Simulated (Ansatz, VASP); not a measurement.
Two plane-wave programs on Ta2Mo

```
Ta Mo
1.0
     0.00000    3.80015    3.80015
     3.80015    0.00000    3.80015
     3.80015    3.80015    0.00000
Ta Mo
4 2
Direct
  0.12500 0.12500 0.62500
  0.12500 0.62500 0.12500
  0.12500 0.12500 0.12500
  0.62500 0.12500 0.12500
  0.75000 0.75000 0.75000
  0.50000 0.50000 0.50000
```

Change from the starting cell: species swapped into the Be2Ag type (Fd-3m, No. 227).

Alike in both runs: functional PBE; k mesh 8 × 8 × 8; occupations gaussian, width 0.1 eV; no spin polarisation.

Ansatz relaxed the structure, and its values are those at the end. VASP's run is a single point on that final structure, the one shown.

|  | VASP | Ansatz |
| --- | --- | --- |
| version | VASP 6.6.1 | Ansatz 0.2.0 |
| potentials or method | VASP PAW PBE potentials, release 64 (Ta_pv, Mo_sv) | scalar-relativistic, plane waves, PAW |
| plane-wave cutoff (eV) | 520 | 420 |
| valence electrons in the cell | 72 | 80 |

Ansatz gave:

| Property | Result |
| --- | --- |
| gap on the k mesh at the Fermi level (eV) | none |
| pressure (GPa) | 0.0 |

Task: Which values does VASP return?

Result: gap on the k mesh at the Fermi level (eV): none; pressure (GPa): 0.2.

A gap of «none» marks a metal or a gap that the smearing closes. The two sets of potentials don't hold the same shells in valence.

Spin-orbit coupling is left out, which matters for the levels of Ta.
